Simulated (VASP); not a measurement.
Here is the system:

```
CELL_PARAMETERS angstrom
      0.00000     2.85080     2.85080
      2.85080     0.00000     2.85080
      2.85080     2.85080     0.00000
ATOMIC_POSITIONS crystal
  Na 0.00000 0.00000 0.00000
  Cl 0.50000 0.50000 0.50000
```

Method: vdW-DF-cx, VASP's PBE PAW potentials (set 64) (plane waves; VASP). Settings: 520 eV cut-off, 8×8×8 Γ-centred mesh, Gaussian smearing of 0.050 eV, potentials Na_pv Cl.

Predict the energy per atom (σ→0), band gap (on the k-mesh) with the smallest direct gap where there is one.

```json
{
  "band gap (on the k-mesh)": "5.10 eV",
  "smallest direct gap (on the k-mesh)": "5.10 eV",
  "energy per atom (σ→0)": "-1.487 eV/atom"
}
```

Only differences to runs with the same potentials and settings are physical.

The compound is NaCl in the rock salt structure. This cell is one point of a volume scan, at 1.03 of the reference volume.
